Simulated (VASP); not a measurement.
Energy against volume of CdSe (zinc blende). All values below come from PBE0 hybrid, VASP's PBE PAW potentials (set 64) (plane waves; VASP).

| V (Å³/atom) | E (eV/atom) |
|---|---|
| 27.189 | -3.67162 |
| 28.085 | -3.68734 |
| 28.982 | -3.69244 |
| 29.878 | -3.68859 |
| 30.774 | -3.67723 |

Q: Fit a third-order Birch-Murnaghan equation of state.

A: 
The volume per atom is 29.02 Å³/atom. The bulk modulus comes out as 51.2 GPa and the pressure derivative of the bulk modulus comes out as 4.58. The lattice constant a is 6.146 Å.

Measured: a 6.077 Å (computed value off by +1.1 %), as given by arXiv:1206.3780. The calculation is for a static lattice, while the measured a holds thermal and zero-point effects, which are part of the difference.

The compound is CdSe in the zinc blende structure, whereas wurtzite is the usual form. It was relaxed first. The cell's shape comes from a PBE relaxation.
